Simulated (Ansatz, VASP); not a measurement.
# Cross-check of Ta (dimer Ta chain) between VASP and Ansatz

One calculation is typed for both programs; each brings its own data sets. How far apart do they land? The structure shown is the end of the Ansatz relaxation below.

Method: plane waves, with VASP 6.6.1 beside it; single point at PBE and single point at RPBE, in Ansatz 0.2.0.

## Step 1: The structure

The cell holds 2 atoms: 2 Ta. Cell: a = 7.500 Å, b = 7.500 Å, c = 4.915 Å, α = 90.0°, β = 90.0°, γ = 90.0°. Vacuum lies along a and b. The structure's axis is c.

## Step 2: Ansatz: relaxation, PBE

Ansatz runs on its default PAW (the set named soft_2) files.

This run makes the geometry at which the two programs are then compared.

input.yaml

```yaml
crystal:
  lattice:
    - [7.5, 0.0, 0.0]
    - [0.0, 7.5, 0.0]
    - [0.0, 0.0, 6.46]
  atoms:
    - { symbol: Ta, position: [0.5, 0.5, 0.0] }
    - { symbol: Ta, position: [0.5, 0.5, 0.45] }
kpoints:
  mp_grid: { grid: [1, 1, 13] }
scf:
  occupations: { method: fermi_dirac, width: 0.05 }
hamiltonian:
  xc: pbe
relax:
  cell: { fix: [a, b, alpha, beta, gamma] }
  max_steps: 60
```

On the command line:

```sh
$ ansatz run input.yaml --threads 4 --pin off --max-ram 8192MiB --backend cpu --events-out ev --progress --plain --runs-dir out
```

Numbers of over 12 decimals in the logs are rounded to 6 here.

The log of the run:

```text
Engine: ansatz 0.2.0, x86_64-unknown-linux-gnu
Pseudopotentials: kind: paw
Pseudopotential: Ta, paw, valence charge 13, recommended cutoff 420 eV (normal), Ta.paw.azcp
Functional definition: PBE
  parameter kappa = 0.804
  parameter beta = 0.066725
  exchange = pbe_x(kappa = kappa, mu = beta*pi^2/3)
  correlation = pbe_c(beta = beta)
Crystal: 2 atoms, lattice volume = 363.375 Å³
Basis set: ecut = 420 eV, 7069 PW (Γ), exchange–correlation on 108×108×90 points (8 copies of the dense FFT grid, shifted against one another)
Bands: 17, of which v1, the nominal top of the filled ones, is band 13 counted from 1 (12 counted from 0)
Symmetry: 16 space group operations
Space group: P4/mmm (ITA 123), of the structure as read, at distance tolerance 7.1e-5 Å
k-points: 7 of 13
Non-local potential: Ta, projectors of the file, l = 0: 3, l = 1: 2, l = 2: 2, l = 3: 1
PAW form: soft (Blöchl's): semilocal exchange-correlation on the pseudo side does not see the compensation charge
PAW one-centre angular grid: Ta, 590 points (default); XC on 64 Gauss nodes
Initial density: superposition of atomic densities (neutral atoms: chi_scale 0, normalization atom), corrected by the library's trained network
Initial wavefunctions: pseudopotential atomic-orbital guess
Functional: x = pbe(κ = 0.804, μ = 0.219515), c = pbe(β = 0.066725)
SCF iter   1: F=—  HF=-19851.019505 eV  |F-HF|=—  |Δ(HF+E_count)|=         —  Δρ=6.03e-3  dr2=8.89e-2  ethr=1.77e-3  ⟨swp⟩=5.6  Hψ=522  notcnv=0
preconditioner: auto → LDOS  [metal: Δε(μ)=0.020 eV  Ē_g=1.195 eV  σ=0.050 eV  W_gap=0.10  n_scr=30 (ndim 8)  ℏωp=6.2 eV  f_vac=0.588  D(μ)=16.89/eV (n_scr^D=152)  β→1.0]
SCF iter   2: F=—  HF=-19851.060586 eV  |F-HF|=—  |Δ(HF+E_count)|=   4.11e-2  Δρ=8.74e-3  dr2=3.09e-1  ethr=3.42e-4  ⟨swp⟩=2.6  Hψ=282  notcnv=0  recentre
SCF iter   3: F=—  HF=-19851.007198 eV  |F-HF|=—  |Δ(HF+E_count)|=   5.34e-2  Δρ=1.95e-3  dr2=1.08e-2  ethr=3.42e-4  ⟨swp⟩=2.7  Hψ=220  notcnv=0
SCF iter   4: F=—  HF=-19851.006950 eV  |F-HF|=—  |Δ(HF+E_count)|=   2.48e-4  Δρ=4.45e-4  dr2=5.90e-4  ethr=4.15e-5  ⟨swp⟩=2.1  Hψ=164  notcnv=0
SCF iter   5: F=—  HF=-19851.007257 eV  |F-HF|=—  |Δ(HF+E_count)|=   3.07e-4  Δρ=2.14e-4  dr2=1.85e-4  ethr=2.27e-6  ⟨swp⟩=2.3  Hψ=201  notcnv=0
SCF iter   6: F=—  HF=-19851.007319 eV  |F-HF|=—  |Δ(HF+E_count)|=   6.16e-5  Δρ=4.14e-5  dr2=1.03e-5  ethr=7.10e-7  ⟨swp⟩=2.4  Hψ=197  notcnv=0
SCF iter   7: F=—  HF=-19851.007160 eV  |F-HF|=—  |Δ(HF+E_count)|=   1.59e-4  Δρ=1.74e-5  dr2=1.56e-6  ethr=3.96e-8  ⟨swp⟩=2.0  Hψ=159  notcnv=0
SCF iter   8: F=—  HF=-19851.007160 eV  |F-HF|=—  |Δ(HF+E_count)|=   6.48e-7  Δρ=4.65e-6  dr2=1.03e-7  ethr=5.99e-9  ⟨swp⟩=2.3  Hψ=191  notcnv=0
SCF iter   9: F=-19851.007160 eV  HF=-19851.007160 eV  |F-HF|=3.09e-9  |Δ(HF+E_count)|=   3.39e-8  Δρ=1.42e-6  dr2=1.16e-8  ethr=3.85e-10  ⟨swp⟩=4.4  Hψ=430  notcnv=0
SCF 1 converged in 9 iterations: F = -19851.007160 eV  dr2 = 1.16e-8
  greatest PAW one-centre occupation: 0.999 electrons in one spin orbital (limit 2), on the Ta atom at site 1 (counted from 0), in its partial waves of l = 0
relax step   1: F+E_penalty+E_count = -19851.00716029 eV  Δ(F+E_penalty+E_count) = +0.000e0 eV  max|allowed force component| = 2.866e0 eV/Å  Δτ_max = 0.0000 Å  P = -2.637 GPa  Ω = 363.375 Å³  fix = [a, b, alpha, beta, gamma]  reactions: a -0.282, b -0.282 GPa  (9 SCF iters, dr2 threshold 1.00e-7 eV, accepted)
[...]
relax step   7: F+E_penalty+E_count = -19854.53354982 eV  Δ(F+E_penalty+E_count) = -1.098e-2 eV  max|allowed force component| = 1.670e-1 eV/Å  Δτ_max = 0.0057 Å  P = -0.210 GPa  Ω = 277.214 Å³  energy of the carried Pulay correction = +2.411e-3 eV  fix = [a, b, alpha, beta, gamma]  reactions: a -0.310, b -0.310 GPa  (6 SCF iters, dr2 threshold 2.00e-7 eV, accepted)
[...]
relax step   8: F+E_penalty+E_count = -19854.53433952 eV  Δ(F+E_penalty+E_count) = -7.897e-4 eV  max|allowed force component| = 4.361e-2 eV/Å  Δτ_max = 0.0096 Å  P = -0.142 GPa  Ω = 275.819 Å³  energy of the carried Pulay correction = +2.455e-3 eV  fix = [a, b, alpha, beta, gamma]  reactions: a -0.310, b -0.310 GPa  (6 SCF iters, dr2 threshold 2.00e-7 eV, accepted)
[...]
relax step   9: F+E_penalty+E_count = -19854.53463221 eV  Δ(F+E_penalty+E_count) = -2.927e-4 eV  max|allowed force component| = 1.123e-3 eV/Å  Δτ_max = 0.0016 Å  P = -0.209 GPa  Ω = 276.450 Å³  energy of the carried Pulay correction = +2.435e-3 eV  fix = [a, b, alpha, beta, gamma]  reactions: a -0.310, b -0.310 GPa  (6 SCF iters, dr2 threshold 1.19e-7 eV, accepted)
[...]
relax step  10: F+E_penalty+E_count = -19854.53379093 eV  Δ(F+E_penalty+E_count) = +8.413e-4 eV  max|allowed force component| = 1.755e-3 eV/Å  Δτ_max = 0.0000 Å  P = -0.211 GPa  Ω = 276.450 Å³  fix = [a, b, alpha, beta, gamma]  reactions: a -0.311, b -0.311 GPa  stress off target by 1.03e-2 GPa on what of the cell is left free  SCF on the basis re-selected at this cell (its energy is not comparable with the rows above)  (6 SCF iters)
basis re-selected at this cell: Δ(F+E_penalty+E_count) = +8.413e-4 eV, ΔP = -0.002 GPa vs the last step (what re-selecting the basis moved, of the pressure what is left beyond the Pulay correction that the steps carried, after the strain that the cell walked since its last selection, with what the two solves' SCF thresholds leave and, on support functions, any second-order correction that the steps lacked; it is no measure of the basis error at this ecutwfc). The dense FFT grid was sized anew with the basis: this SCF ran on 54×54×36 points, the steps before it on 54×54×45, so part of this shift can come from that change (see relax.cell in the input reference). [rest of the remark cut]
SCF converged after 6 iterations
Free energy (F): -19854.533791 eV
Harris-Foulkes:  -19854.533791 eV  (|F-HF|=1.46e-11)
Internal energy: -19854.489412 eV  (E = F + TS)
E sigma→0 (E₀):  -19854.511601 eV
Entropy (-TS):   -0.044379 eV (-22.190 meV/atom)
Fermi energy:    -0.820099 eV
--- Per-component energies (eV) ---
  E_band       = -720.356648
  E_kinetic    = 729.123728
  E_local      = -4757.378327  (includes V_loc(G=0)·N_el)
  E_nonlocal   = 35.605883
  E_hartree    = 1948.023234
  E_xc         = -428.824301
  E_vxc        = -397.062420  (∫ρ·V_xc dr)
  E_paw        = -16794.466606  (= ΣΔE_a)
  E_vpaw       = -226.692559  (= ΣTr[D̂ρ^β])
  E_aug_tail   = 0.000312  (compensation charges beyond the density's cutoff)
  E_ewald      = -586.573336
  E_smearing   = -0.044379  (= −TS)
  E_closure    = -0.000000  (closes the sum)
  Σ components = -19854.533791   (vs F -19854.533791, Δ=0.00e0)
--- Forces (eV/Å), atoms counted from 1 ---
  atom   1  Ta     0.00000000    -0.00000000    -0.00175498
  atom   2  Ta     0.00000000     0.00000000     0.00175498
  max |Σ_I F_I| component: 2.17e-19 eV/Å
--- Stress (GPa, compression-positive) ---
       -0.311225       0.000000       0.000000
        0.000000      -0.311225       0.000000
        0.000000       0.000000      -0.010298
  P = ⅓ Tr σ = -0.2109 GPa (-2.109 kbar)
--- Relaxed structure (9 steps of the walk, 9 accepted, 1 SCFs on fresh bases) ---
  F+E_penalty+E_count = -19854.53379093 eV   max|allowed force component| = 1.755e-3 eV/Å   (the final SCF, on the basis selected at the relaxed cell)
  cell:  # Å, volume = 276.4497 Å³
    - [7.5, 0.0, 0.0]
    - [0.0, 7.5, 0.0]
    - [0.0, 0.0, 4.914661]
  atoms:
    - { symbol: Ta, position: [0.5, 0.5, 0.00413777] }
    - { symbol: Ta, position: [0.5, 0.5, 0.445862] }
```

## Step 3: VASP: single point, PBE, pair 1

The same cell, functional, mesh and smearing now go to VASP, with its own data sets.

Lines of VASP's logs that name or quote its potential files are left out, and so is its time.

INCAR

```
SYSTEM = Ta
PREC = Accurate
ENCUT = 500
EDIFF = 1E-06
NELM = 120
ISMEAR = -1
SIGMA = 0.05
LREAL = .FALSE.
ALGO = Normal
GGA = PE
NBANDS = 17
LASPH = .TRUE.
LORBIT = 11
LWAVE = .FALSE.
LCHARG = .FALSE.
ISIF = 2
GGA_COMPAT = .FALSE.
KPAR = 2
```

POSCAR

```
Ta
1.0
    7.5000000000      0.0000000000      0.0000000000
    0.0000000000      7.5000000000      0.0000000000
    0.0000000000      0.0000000000      4.9146605462
Ta
2
Direct
    0.5000000000      0.5000000000      0.0041377657
    0.5000000000      0.5000000000      0.4458622343
```

KPOINTS

```
Automatic mesh
0
Gamma
1 1 13
0 0 0
```

PAW data sets: Ta_pv (PBE family, release 64).

On the command line:

```sh
$ mpirun -np 2 vasp_std
```

The log of the run:

```text
[banner, memory and clock lines left out]
running    2 mpi-ranks, on    1 nodes
 distrk:  each k-point on    1 cores,    2 groups
 distr:  one band on    1 cores,    1 groups

 POSCAR found type information on POSCAR Ta
 POSCAR found :  1 types and       2 ions
 LDA part: xc-table for (Slater+PW92), standard interpolation
 POSCAR, INCAR and KPOINTS ok, starting setup
 FFT: planning ... GRIDC
 FFT: planning ... GRID_SOFT
 FFT: planning ... GRID
 WAVECAR not read
 entering main loop
       N       E                     dE             d eps       ncg     rms          rms(c)
DAV:   1     0.104015781296E+03    0.10402E+03   -0.10906E+04   302   0.915E+02
DAV:   2    -0.713784168427E+01   -0.11115E+03   -0.10859E+03   356   0.199E+02
DAV:   3    -0.145957856824E+02   -0.74579E+01   -0.72432E+01   289   0.413E+01
DAV:   4    -0.148311692878E+02   -0.23538E+00   -0.22776E+00   376   0.658E+00
DAV:   5    -0.148347053116E+02   -0.35360E-02   -0.35118E-02   323   0.714E-01    0.138E+01
DAV:   6    -0.138480550270E+02    0.98665E+00   -0.23395E+00   265   0.817E+00    0.793E+00
DAV:   7    -0.136457420817E+02    0.20231E+00   -0.50207E-01   303   0.452E+00    0.185E+00
DAV:   8    -0.136400488095E+02    0.56933E-02   -0.45549E-02   305   0.153E+00    0.576E-01
DAV:   9    -0.136412012240E+02   -0.11524E-02   -0.35815E-03   337   0.340E-01    0.168E-01
DAV:  10    -0.136416717502E+02   -0.47053E-03   -0.41050E-04   313   0.951E-02    0.365E-02
DAV:  11    -0.136419937785E+02   -0.32203E-03   -0.14287E-04   285   0.627E-02    0.157E-02
DAV:  12    -0.136421856692E+02   -0.19189E-03   -0.16842E-04   252   0.558E-02    0.172E-02
DAV:  13    -0.136422021398E+02   -0.16471E-04   -0.22784E-05   259   0.263E-02    0.413E-03
DAV:  14    -0.136422016496E+02    0.49026E-06   -0.19060E-06   288   0.720E-03
   1 F= -.13642202E+02 E0= -.13619956E+02  d E =-.444903E-01
```

From OUTCAR (step 3):

```text
ion  position               nearest neighbor table
   1  0.500  0.500  0.004-   2 2.17   2 2.74
   2  0.500  0.500  0.446-   1 2.17   1 2.74

  LATTYP: Found a simple tetragonal cell.
 ALAT       =     7.5000000000
 C/A-ratio  =     0.6552880728

 Subroutine GETGRP returns: Found 16 space group operations
 (whereof  8 operations were pure point group operations)

The static configuration has the point symmetry C_4v.
 The point group associated with its full space group is D_4h.

 Found      7 irreducible k-points:

   k-points           NKPTS =      7   k-points in BZ     NKDIM =      7   number of bands    NBANDS=     17

   dimension x,y,z NGX =    56 NGY =   56 NGZ =   36
   dimension x,y,z NGXF=   112 NGYF=  112 NGZF=   72

   ENCUT  =  500.0 eV  36.75 Ry    6.06 a.u.  13.67 13.67  8.96*2*pi/ulx,y,z

   NELECT =      22.0000    total number of electrons

 k-points in reciprocal lattice and weights: Automatic mesh
   0.00000000  0.00000000  0.00000000       0.077
   0.00000000  0.00000000  0.07692308       0.154
   0.00000000  0.00000000  0.15384615       0.154
   0.00000000  0.00000000  0.23076923       0.154
   0.00000000  0.00000000  0.30769231       0.154
   0.00000000  0.00000000  0.38461538       0.154
   0.00000000  0.00000000  0.46153846       0.154

 average (electrostatic) potential at core
       1 -45.2733       2 -45.2733

 E-fermi :  -2.5457

 k-point     1 :       0.0000    0.0000    0.0000
  band No.  band energies     occupation
    ...
      8      -4.7927      2.00000
      9      -4.7927      2.00000
     10      -4.2754      2.00000
     11      -2.8064      1.98917
     12      -2.7389      1.95887
     13      -0.8726      0.00000
     14      -0.8726      0.00000
     15      -0.4416      0.00000
     16      -0.3094      0.00000
     17      -0.2927      0.00000

 k-point     2 :       0.0000    0.0000    0.0769
  band No.  band energies     occupation
    ...
      8      -4.7424      2.00000
      9      -4.7424      2.00000
     10      -4.2309      2.00000
     11      -2.7842      1.98318
     12      -2.7174      1.93747
     13      -0.8857      0.00000
     14      -0.8857      0.00000
     15      -0.5967      0.00000
     16      -0.3524      0.00000
     17      -0.3339      0.00000

 k-point     3 :       0.0000    0.0000    0.1538
  band No.  band energies     occupation
    ...
      8      -4.5945      2.00000
      9      -4.5945      2.00000
     10      -4.0947      2.00000
     11      -2.7190      1.93946
     12      -2.6543      1.79543
     13      -0.9736      0.00000
     14      -0.9356      0.00000
     15      -0.9356      0.00000
     16      -0.4741      0.00000
     17      -0.4505      0.00000

  Total       -0.5499945     -0.5499945      0.4625953      0.0000000      0.0000000      0.0000000
  in kB       -3.1875196     -3.1875196      2.6809936      0.0000000      0.0000000      0.0000000
  external PRESSURE =      -1.2313485 kB  Pullay stress =       0.0000000 kB

  energy-cutoff  :      500.00
  volume of cell :      276.45
      direct lattice vectors                 reciprocal lattice vectors
     7.500000000  0.000000000  0.000000000     0.133333333  0.000000000  0.000000000
     0.000000000  7.500000000  0.000000000     0.000000000  0.133333333  0.000000000
     0.000000000  0.000000000  4.914660546     0.000000000  0.000000000  0.203472852

 POSITION                                       TOTAL-FORCE (eV/Angst)
 -----------------------------------------------------------------------------------
      3.75000      3.75000      0.02034        -0.000000      0.000000     -0.246760
      3.75000      3.75000      2.19126         0.000000     -0.000000      0.246760
 -----------------------------------------------------------------------------------
    total drift:                                0.000000      0.000000      0.000009

  FREE ENERGIE OF THE ION-ELECTRON SYSTEM (eV)
  ---------------------------------------------------
  free  energy   TOTEN  =       -13.6422016496 eV

  energy  without entropy=      -13.5977113132  energy(sigma->0) =      -13.61995648

 total charge
# of ion       s       p       d       tot
------------------------------------------
    1        0.384   5.986   2.679   9.050
    2        0.384   5.986   2.679   9.050
--------------------------------------------------
tot          0.768  11.973   5.359  18.099

[... 3 further parts left out ...]
```

## Step 4: Differences

Known differences besides the potentials themselves: the data sets hold 26 valence electrons in Ansatz (on its default PAW (the set named soft_2) files) and 22 in VASP; the cutoff is 420 eV in Ansatz and 500 eV in VASP; Ansatz's pressure holds a Pulay correction, VASP's none. Total energies have different zeros and are not compared.

Both answers:

```csv
quantity,Ansatz,VASP,difference
pressure (GPa),-0.21,-0.12,-0.09
```

Forces (eV/Å; atoms numbered as in POSCAR):

```
atom        Ansatz x, y, z          VASP x, y, z
 Ta1  0.000, 0.000, -0.002  0.000, 0.000, -0.247
 Ta2   0.000, 0.000, 0.002   0.000, 0.000, 0.247
```

The forces differ by 141 meV/Å r.m.s., where the r.m.s. force is 0.001 eV/Å in Ansatz and 0.142 eV/Å in VASP: the atoms lie near their places of rest in Ansatz, so a percentage would say little (all taken over all components).

## Step 5: What the set-up changes

Further runs change the set-up of one program: Ansatz's method, potentials or start, or VASP's data sets, cutoff or form of LDA. The table gives Ansatz less VASP for each quantity, since a change that brings one quantity closer may part another.

```
                             run  r.m.s. force difference (meV/Å)  pressure (GPa)
                        as above                              141          -0.088
VASP with the data sets Ta_sv_GW                              105           0.068
```

## Step 6: Ansatz: relaxation, RPBE

This run makes the geometry at which the two programs are then compared. The cell compared in this pair holds 284.34 Å³, against 276.45 Å³ for the pair before.

The structure compared here is the end of the Ansatz relaxation.

input.yaml, the sections that differ from step 2:

```yaml
crystal:
  lattice:
    - [7.5, 0.0, 0.0]
    - [0.0, 7.5, 0.0]
    - [0.0, 0.0, 6.46]
  atoms:
    - { symbol: Ta, position: [0.5, 0.5, 0.0], spin: 2.0 }
    - { symbol: Ta, position: [0.5, 0.5, 0.45], spin: 2.0 }
magnetization:
  spin_polarized: true
hamiltonian:
  xc: rpbe
# kpoints, scf, relax: as in step 2
```

On the command line:

```sh
$ ansatz run input.yaml --threads 4 --pin off --max-ram 8192MiB --backend cpu --events-out ev --progress --plain --runs-dir out
```

The log of the run:

```text
[...]
Crystal: 2 atoms, lattice volume = 363.375 Å³
Basis set: ecut = 420 eV, 7069 PW (Γ), exchange–correlation on 108×108×90 points (8 copies of the dense FFT grid, shifted against one another)
Bands: 19, of which v1, the nominal top of the filled ones, is band 13 counted from 1 (12 counted from 0)
Symmetry: 16 space group operations
[...]
0.000000      -0.289613       0.000000
        0.000000       0.000000       0.026228
  P = ⅓ Tr σ = -0.1843 GPa (-1.843 kbar)
--- Relaxed structure (9 steps of the walk, 8 accepted, 1 SCFs on fresh bases) ---
[...]
cell:  # Å, volume = 284.3398 Å³
    - [7.5, 0.0, 0.0]
    - [0.0, 7.5, 0.0]
    - [0.0, 0.0, 5.054929]
  atoms:
    - { symbol: Ta, position: [0.5, 0.5, 0.011178] }
    - { symbol: Ta, position: [0.5, 0.5, 0.438822] }
[key lines of the parts left out:]
SCF converged after 5 iterations
Magnetization: 1.9923 μB (13.9962 up, 12.0038 down)
Free energy (F): -19880.269659 eV
Fermi energy:    -0.623726 eV
```

(Part 1 of 2 ends here.)

[Lines on the potential files, build, host, timing and source positions are cut from VASP's logs without a mark.]

[Logs are printed without paths, hosts, clocks, repeated set-up lines and the standing remarks that a program may print on its own settings, such as how far it seeks lower states.]

[Hosts, paths, dates, database ids (printed as entryN), source tags and the programs' standing remarks are cut or masked in the printed files.]
